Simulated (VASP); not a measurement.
Crystal: CaZr2N2.

```
Ca Zr N
1.0
    -3.27328    3.27328    4.14299
     3.27328   -3.27328    4.14299
     3.27328    3.27328   -4.14299
Ca Zr N
2 4 4
Direct
  0.50000 0.50000 0.00000
  0.25000 0.75000 0.50000
  0.19092 0.19092 0.00000
  0.94092 0.44092 0.50000
  0.55908 0.05908 0.50000
  0.80908 0.80908 0.00000
  0.37500 0.62500 0.75000
  0.87500 0.62500 0.25000
  0.37500 0.12500 0.75000
  0.37500 0.62500 0.25000
```

The cell was built by a generator and needn't be a form met in nature.

- Program: VASP 6.6.1
- Task: relaxation of cell and atoms
- Functional: PBE
- Potentials or basis: VASP PAW PBE potentials, release 64 (Ca_sv, Zr_sv, N)
- Cutoff: 520 eV
- k mesh: 3 × 3 × 3
- Occupations: gaussian, width 0.15 eV
- Spin: no spin polarisation

At the start: pressure 22.4 GPa; volume 17.76 Å³/atom.

**Question.** How do energy, volume and symmetry change on relaxing?

**Answer.** Over 21 steps the energy falls by 698.3 meV/atom and the volume is 23.47 Å³/atom (+32.2 %); space group I4_1/amd (No. 141, to 0.05 Å).

Step by step:
| step | energy change (eV) | largest force (eV/Å) | pressure (GPa) | volume (Å³) |
| --- | --- | --- | --- | --- |
| 1 | 0.0000 | 0.7091 | 22.39 | 177.56 |
| 2 | -2.1275 | 2.4128 | -10.37 | 248.27 |
| 3 | -3.1126 | 1.9253 | -2.22 | 219.07 |
| 4 | -4.0485 | 1.5947 | -1.46 | 217.77 |
| 5 | -5.6666 | 0.9684 | 2.50 | 212.92 |
| 6 | -4.1887 | 4.5056 | 24.25 | 197.05 |
| 7 | -6.1762 | 0.2481 | 8.11 | 208.90 |
| 8 | -6.1396 | 0.9202 | 10.93 | 206.46 |
| 9 | -6.4719 | 0.6620 | 8.43 | 210.86 |
| 10 | -6.8115 | 0.0724 | 2.62 | 222.80 |
| 11 | -6.8141 | 0.1295 | 3.04 | 221.87 |
| 12 | -6.8598 | 0.0214 | 2.42 | 223.25 |
| 13 | -6.9409 | 0.2538 | 0.88 | 227.33 |
| 14 | -6.8783 | 0.6753 | -1.87 | 235.30 |
| 15 | -6.9535 | 0.3669 | 0.13 | 229.51 |
| 16 | -6.9646 | 0.2398 | 0.42 | 229.86 |
| 17 | -6.9689 | 0.1681 | 0.60 | 230.10 |
| 18 | -6.9719 | 0.0231 | 0.97 | 230.56 |
| 19 | -6.9791 | 0.0444 | 0.61 | 232.22 |
| 20 | -6.9826 | 0.1057 | -0.25 | 235.39 |
| 21 | -6.9832 | 0.0750 | -0.04 | 234.68 |

Final structure:
```xyz
10
Lattice="-3.1405 3.1405 5.9488 3.1405 -3.1405 5.9488 3.1405 3.1405 -5.9488" Properties=species:S:1:pos:R:3 pbc="T T T"
Ca    0.0000    0.0000    5.9488
Ca    3.1405    0.0000    2.9744
Zr    0.0000    0.0000    3.0726
Zr    3.1405    0.0000    0.0982
Zr    3.1405    0.0000    5.8506
Zr    0.0000    0.0000    8.8250
N     3.1405    1.5702    1.4872
N     0.0000    1.5702    7.4360
N     1.5702    3.1405   -1.4872
N     1.5702    0.0000    4.4616
```

Caveat: the k mesh is coarse (spacing up to 0.45 Å⁻¹), so the values aren't converged; the volume moved by over 15 % at a fixed basis, so the end points are rough; the relaxation stopped at a loose force limit of 0.08 eV/Å, so its end isn't a converged minimum.
